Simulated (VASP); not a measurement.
Energy against volume of BaTiO3 (cubic perovskite). Level of theory: vdW-DF-cx, VASP's PBE PAW potentials (set 64) (plane waves; VASP). Numerical set-up: 520 eV cut-off, 6×6×6 Γ-centred mesh, Gaussian smearing of 0.050 eV, potentials Ba_sv Ti_sv O.

| V (Å³/atom) | E (eV/atom) |
|---|---|
| 12.358 | -6.22930 |
| 12.740 | -6.23646 |
| 13.122 | -6.23091 |
| 13.504 | -6.21461 |

Fit these four points and predict the energy of the run at 11.975 Å³/atom.

A cubic in V^(−2/3), the third-order Birch-Murnaghan form, passes through the four points with V0 = 12.75 Å³/atom and B0 = 176 GPa, and gives -6.2070 eV/atom there. The run gave -6.2071 eV/atom, -0.1 meV/atom from the fit; all five points give B0 = 176 GPa.

The compound is BaTiO3 in the cubic perovskite structure, the ideal cubic form; the compound distorts at low or room temperature. It was relaxed first.
